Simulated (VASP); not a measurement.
```yaml
crystal:
  lattice:
    - [0.00000, 2.72861, 2.72861]
    - [2.72861, 0.00000, 2.72861]
    - [2.72861, 2.72861, 0.00000]
  atoms:
    - { symbol: Li, position: [0.25000, 0.25000, 0.25000] }
    - { symbol: Li, position: [0.75000, 0.75000, 0.75000] }
    - { symbol: S, position: [0.00000, 0.00000, 0.00000] }
```

Computed with PBE GGA with D3 dispersion (Becke-Johnson damping), VASP's PBE PAW potentials (set 64) (plane waves; VASP). Run with 520 eV cut-off, 7×7×7 Γ-centred mesh, Gaussian smearing of 0.050 eV, potentials Li_sv S.

**Question.** Give the stress tensor in GPa (positive for a compressed cell).

**Answer.** 
```
3.12  0.00  0.00
0.00  3.12  0.00
0.00  0.00  3.12
```
The pressure is its mean diagonal, 3.12 GPa.

The compound is Li2S in the antifluorite structure. This cell is one point of a volume scan, at 0.94 of the reference volume.
